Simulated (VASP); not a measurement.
Consider the following.

```xyz
2
Lattice="0.0000 2.6316 2.6316 2.6316 0.0000 2.6316 2.6316 2.6316 0.0000" Properties=species:S:1:pos:R:3 pbc="T T T"
Sr     0.0000     0.0000     0.0000
O      2.6316     2.6316     2.6316
```

Method: PBE GGA, VASP's PBE PAW potentials (set 64) (plane waves; VASP). Settings: LASPH = .FALSE., 520 eV cut-off, 8×8×8 Γ-centred mesh, Gaussian smearing of 0.050 eV, potentials Sr_sv O.

Problem. Predict the energy per atom (σ→0), pressure, band gap (on the k-mesh) with the smallest direct gap where there is one.

Solution. 
```
Item                                         Result
-----------------------------------  --------------
band gap (on the k-mesh)                    3.29 eV
smallest direct gap (on the k-mesh)         3.42 eV
energy per atom (σ→0)                -6.023 eV/atom
pressure                                  -2.61 GPa
```

The compound is SrO in the rock salt structure. The cell was not relaxed at this level. The run is one of a series of settings (LASPH = .FALSE. against the base run), some of them coarse on purpose.
